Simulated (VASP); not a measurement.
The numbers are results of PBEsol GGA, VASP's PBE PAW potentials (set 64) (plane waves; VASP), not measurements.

Input for VASP

### KPOINTS
```
Automatic mesh
0
Gamma
6 6 6
0 0 0
```

**INCAR**
```
# general
SYSTEM   =  CaB6
PREC     =  Accurate
ENCUT    =  620   # plane-wave cut-off (eV)
LREAL    =  .False.
LASPH    =  .True.

# electronic loop
EDIFF    =  1E-6   # SCF stop (eV)
NELM     =  100   # most electronic steps
ALGO     =  Normal

# smearing
ISMEAR   =  0   # Gaussian
SIGMA    =  0.05

# functional
GGA      =  PS   # PBEsol

# ions
IBRION   =  2
NSW      =  40   # most ionic steps
ISIF     =  3
EDIFFG   =  -0.02   # ionic stop
PSTRESS  =  50   # kbar

# output
LWAVE    =  .False.
LCHARG   =  .False.
```

POSCAR:
```
CaB6
1
    4.1271799843     0.0000000000     0.0000000000
    0.0000000000     4.1271799843     0.0000000000
    0.0000000000     0.0000000000     4.1271799843
Ca B
1 6
Direct
  0.0000000000   0.0000000000   0.0000000000
  0.7985885779   0.5000000000   0.5000000000
  0.5000000000   0.2014114221   0.5000000000
  0.5000000000   0.7985885779   0.5000000000
  0.2014114221   0.5000000000   0.5000000000
  0.5000000000   0.5000000000   0.7985885779
  0.5000000000   0.5000000000   0.2014114221
```

POTCAR, in this order: Ca_sv B (PBE.64 set). Program: vasp_std.

Output

File OSZICAR:
```
       N       E                     dE             d eps       ncg     rms          rms(c)
DAV:   1     0.174561087999E+03    0.17456E+03   -0.15065E+04   720   0.168E+03
DAV:   2    -0.434996008828E+02   -0.21806E+03   -0.21407E+03   950   0.352E+02
DAV:   3    -0.518905710939E+02   -0.83910E+01   -0.81397E+01  1032   0.673E+01
DAV:   4    -0.521967964201E+02   -0.30623E+00   -0.30602E+00  1216   0.916E+00
DAV:   5    -0.521990555118E+02   -0.22591E-02   -0.22581E-02   994   0.874E-01    0.102E+01
DAV:   6    -0.478757856882E+02    0.43233E+01   -0.75057E+00   938   0.150E+01    0.521E+00
DAV:   7    -0.471224726943E+02    0.75331E+00   -0.48594E+00   952   0.106E+01    0.147E+00
DAV:   8    -0.471343633219E+02   -0.11891E-01   -0.77892E-01  1028   0.555E+00    0.724E-01
DAV:   9    -0.471126394497E+02    0.21724E-01   -0.98935E-02   994   0.173E+00    0.156E-01
DAV:  10    -0.471134082678E+02   -0.76882E-03   -0.16582E-02  1182   0.646E-01    0.117E-01
DAV:  11    -0.471132290094E+02    0.17926E-03   -0.14112E-03  1022   0.251E-01    0.487E-02
DAV:  12    -0.471132005641E+02    0.28445E-04   -0.16522E-04   948   0.848E-02    0.172E-02
DAV:  13    -0.471131990774E+02    0.14867E-05   -0.56100E-05   972   0.461E-02    0.486E-03
DAV:  14    -0.471131989080E+02    0.16943E-06   -0.41796E-06   828   0.139E-02
   1 F= -.44919285E+02 E0= -.44919138E+02  d E =-.449193E+02
       N       E                     dE             d eps       ncg     rms          rms(c)
DAV:   1    -0.471776724617E+02   -0.64473E-01   -0.46991E+00   904   0.206E+01    0.216E+00
DAV:   2    -0.470732298020E+02    0.10444E+00   -0.29018E-01   916   0.479E+00    0.117E+00
DAV:   3    -0.470401172085E+02    0.33113E-01   -0.19038E-01  1200   0.322E+00    0.303E-01
DAV:   4    -0.470401294497E+02   -0.12241E-04   -0.10636E-02   946   0.916E-01    0.131E-01
DAV:   5    -0.470412425546E+02   -0.11131E-02   -0.18983E-03  1178   0.288E-01    0.241E-02
DAV:   6    -0.470412435008E+02   -0.94626E-06   -0.82012E-05   946   0.656E-02    0.247E-02
DAV:   7    -0.470412900911E+02   -0.46590E-04   -0.45683E-05  1196   0.324E-02    0.876E-03
DAV:   8    -0.470412934111E+02   -0.33200E-05   -0.17607E-06   870   0.118E-02    0.784E-04
DAV:   9    -0.470412934104E+02    0.76966E-09   -0.17580E-07   536   0.408E-03
   2 F= -.44941156E+02 E0= -.44941032E+02  d E =-.218716E-01
       N       E                     dE             d eps       ncg     rms          rms(c)
DAV:   1    -0.470972071407E+02   -0.55914E-01   -0.55534E-01   948   0.718E+00    0.728E-01
DAV:   2    -0.470853178494E+02    0.11889E-01   -0.34427E-02   970   0.163E+00    0.403E-01
DAV:   3    -0.470814041071E+02    0.39137E-02   -0.24126E-02  1226   0.113E+00    0.122E-01
DAV:   4    -0.470813368607E+02    0.67246E-04   -0.12531E-03   942   0.329E-01    0.493E-02
DAV:   5    -0.470814534707E+02   -0.11661E-03   -0.21824E-04  1098   0.102E-01    0.591E-03
DAV:   6    -0.470814528394E+02    0.63128E-06   -0.13500E-05  1026   0.269E-02    0.877E-03
DAV:   7    -0.470814540112E+02   -0.11718E-05   -0.37940E-06  1138   0.105E-02    0.293E-03
DAV:   8    -0.470814533719E+02    0.63924E-06   -0.21169E-07   490   0.422E-03
   3 F= -.44949596E+02 E0= -.44949464E+02  d E =-.303112E-01
       N       E                     dE             d eps       ncg     rms          rms(c)
DAV:   1    -0.470755504571E+02    0.59036E-02   -0.43302E-01   746   0.436E+00    0.263E-01
DAV:   2    -0.470733114128E+02    0.22390E-02   -0.13103E-02   968   0.848E-01    0.130E-01
DAV:   3    -0.470726986081E+02    0.61280E-03   -0.40914E-03   792   0.390E-01    0.227E-02
DAV:   4    -0.470727023177E+02   -0.37096E-05   -0.39506E-04  1020   0.131E-01    0.165E-02
DAV:   5    -0.470727061625E+02   -0.38448E-05   -0.35562E-05  1160   0.341E-02    0.822E-03
DAV:   6    -0.470727081558E+02   -0.19933E-05   -0.58008E-06  1016   0.211E-02    0.329E-03
DAV:   7    -0.470727083562E+02   -0.20039E-06   -0.72301E-07   562   0.769E-03
   4 F= -.44946196E+02 E0= -.44946068E+02  d E =0.339933E-02
       N       E                     dE             d eps       ncg     rms          rms(c)
DAV:   1    -0.470819768320E+02   -0.92687E-02   -0.20723E-01   738   0.302E+00    0.181E-01
DAV:   2    -0.470809418229E+02    0.10350E-02   -0.62570E-03   970   0.588E-01    0.905E-02
DAV:   3    -0.470806444899E+02    0.29733E-03   -0.20974E-03   790   0.277E-01    0.162E-02
DAV:   4    -0.470806414298E+02    0.30601E-05   -0.21470E-04   976   0.968E-02    0.118E-02
DAV:   5    -0.470806413410E+02    0.88855E-07   -0.18612E-05  1144   0.258E-02    0.557E-03
DAV:   6    -0.470806408101E+02    0.53088E-06   -0.22925E-06   754   0.134E-02
   5 F= -.44950433E+02 E0= -.44950305E+02  d E =-.837050E-03
```

OUTCAR:
```
------------------------ aborting loop because EDIFF is reached ----------------------------------------
  FORCE on cell =-STRESS in cart. coord.  units (eV):
  Direction    XX          YY          ZZ          XY          YZ          ZX
  --------------------------------------------------------------------------------------
  Total        2.1377365      2.1377365      2.1377365      0.0000000      0.0000000      0.0000000
  in kB       50.1767090     50.1767090     50.1767090      0.0000000      0.0000000      0.0000000
  external PRESSURE =       0.1767090 kB  Pullay stress =      50.0000000 kB
  volume of cell :       68.26
      direct lattice vectors                 reciprocal lattice vectors
     4.086838969  0.000000000  0.000000000     0.244687889 -0.000000000  0.000000000
     0.000000000  4.086838969  0.000000000    -0.000000000  0.244687889  0.000000000
    -0.000000000 -0.000000000  4.086838969    -0.000000000 -0.000000000  0.244687889
 POSITION                                       TOTAL-FORCE (eV/Angst)
 -----------------------------------------------------------------------------------
      0.00000      0.00000      0.00000        -0.000000      0.000000      0.000000
      3.26579      2.04342      2.04342         0.000257      0.000000      0.000000
      2.04342      0.82104      2.04342        -0.000000     -0.000257     -0.000000
      2.04342      3.26579      2.04342         0.000000      0.000257      0.000000
      0.82104      2.04342      2.04342        -0.000257     -0.000000     -0.000000
      2.04342      2.04342      3.26579        -0.000000     -0.000000      0.000257
      2.04342      2.04342      0.82104         0.000000      0.000000     -0.000257
 -----------------------------------------------------------------------------------
    total drift:                                0.000000      0.000000      0.000000
  FREE ENERGIE OF THE ION-ELECTRON SYSTEM (eV)
  ---------------------------------------------------
  free  energy   TOTEN  =       -47.0806408101 eV

  energy  without entropy=      -47.0803844019  energy(sigma->0) =      -47.08051261
  enthalpy is  TOTEN    =       -44.9504328683 eV   P V=        2.1302079418

 reached required accuracy - stopping structural energy minimisation
```
(Selected blocks of OUTCAR.)

### CONTCAR
```
CaB6
   1.00000000000000
     4.0868389691495199    0.0000000000000000    0.0000000000000000
     0.0000000000000000    4.0868389691495199    0.0000000000000000
    -0.0000000000000000   -0.0000000000000000    4.0868389691495199
  Ca              B
     1     6
Direct
     0.0000000000000000    0.0000000000000000    0.0000000000000000
     0.7991004817038223    0.5000000000000000    0.5000000000000000
     0.5000000000000000    0.2008995182961776    0.5000000000000000
     0.5000000000000000    0.7991004817038223    0.5000000000000000
     0.2008995182961776    0.5000000000000000    0.5000000000000000
     0.5000000000000000    0.5000000000000000    0.7991004817038223
     0.5000000000000000    0.5000000000000000    0.2008995182961776
```

Energy and stress use the plane-wave basis of the starting cell.

The compound is CaB6 in the cab6 structure. This run relaxes it under an external pressure of 5 GPa. Symmetry was kept, so distortions that lower it aren't found.
